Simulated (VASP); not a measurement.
A convergence study with VASP on Lu (space group no. 194 when undisturbed): a few settings are varied, all else stays as given below, so the limit is that of these other settings. One atom is moved off its site, so that forces are finite.

```
Lu
1.0
    1.74125    -3.01593     0.00000
    1.74125     3.01593     0.00000
    0.00000     0.00000     5.52225
Lu
2
Direct
  0.33333   0.66667   0.25905
  0.66667   0.33333   0.75000
```

Method: PBE GGA, VASP's PBE PAW potentials (set 64) (plane waves; VASP). The last row used: 300 eV cut-off, 18×18×10 Γ-centred mesh, Fermi-Dirac smearing of 0.010 eV, potentials Lu_3.

```json
[
 {"setting": "SIGMA = 1.0", "E (eV/atom)": "-4.7087", "pressure (GPa)": "5.53", "largest force (eV/Å)": "0.218", "irreducible k-points": "330"},
 {"setting": "SIGMA = 0.5", "E (eV/atom)": "-4.5018", "pressure (GPa)": "2.68", "largest force (eV/Å)": "0.201", "irreducible k-points": "330"},
 {"setting": "SIGMA = 0.3", "E (eV/atom)": "…", "pressure (GPa)": "…", "largest force (eV/Å)": "…", "irreducible k-points": "330"},
 {"setting": "SIGMA = 0.2", "E (eV/atom)": "-4.4580", "pressure (GPa)": "1.19", "largest force (eV/Å)": "0.205", "irreducible k-points": "330"},
 {"setting": "SIGMA = 0.1", "E (eV/atom)": "-4.4488", "pressure (GPa)": "0.86", "largest force (eV/Å)": "0.217", "irreducible k-points": "330"},
 {"setting": "SIGMA = 0.05", "E (eV/atom)": "-4.4476", "pressure (GPa)": "0.73", "largest force (eV/Å)": "0.221", "irreducible k-points": "330"},
 {"setting": "SIGMA = 0.02", "E (eV/atom)": "-4.4473", "pressure (GPa)": "0.67", "largest force (eV/Å)": "0.224", "irreducible k-points": "330"},
 {"setting": "SIGMA = 0.01", "E (eV/atom)": "-4.4473", "pressure (GPa)": "…", "largest force (eV/Å)": "0.224", "irreducible k-points": "330"}
]
```

Problem. What belongs in the gaps?

Solution. 
- SIGMA = 0.01, pressure (GPa): 0.65
- SIGMA = 0.3, E (eV/atom): -4.4718
- SIGMA = 0.3, pressure (GPa): 1.61
- SIGMA = 0.3, largest force (eV/Å): 0.198

VASP warned of too few bands at SIGMA = 1.0; SIGMA = 0.5.

Left out are rungs that failed or repeat a setting and relaxations that didn't move; long series are thinned to 24 rows.

The structure is a typed Lu crystal (space group no. 194). The cell was not relaxed at this level, it is distorted from the ideal structure. VASP warned that the highest band is occupied, so more bands are needed.
